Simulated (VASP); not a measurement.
Consider the following.

```yaml
crystal:
  lattice:
    - [0.00000, 1.85790, 1.85790]
    - [1.80378, 0.00000, 1.85790]
    - [1.80378, 1.85790, 0.00000]
  atoms:
    - { symbol: B, position: [0.00000, 0.00000, 0.00000] }
    - { symbol: N, position: [0.25000, 0.25000, 0.25000] }
```

Method: PBEsol GGA, VASP's PBE PAW potentials (set 64) (plane waves; VASP). Numerical set-up: 600 eV cut-off, 12×12×12 Γ-centred mesh, Gaussian smearing of 0.050 eV, potentials B N.

Problem. What does the run give for the energy per atom (σ→0), pressure?

Solution. 
| Quantity | Value |
|---|---|
| energy per atom (σ→0) | -9.146 eV/atom |
| pressure | -20.81 GPa |

Total energies compare only between runs with the same potentials, cut-off and functional.

The compound is BN in the zinc blende structure. This cell was strained or had an atom moved on purpose.
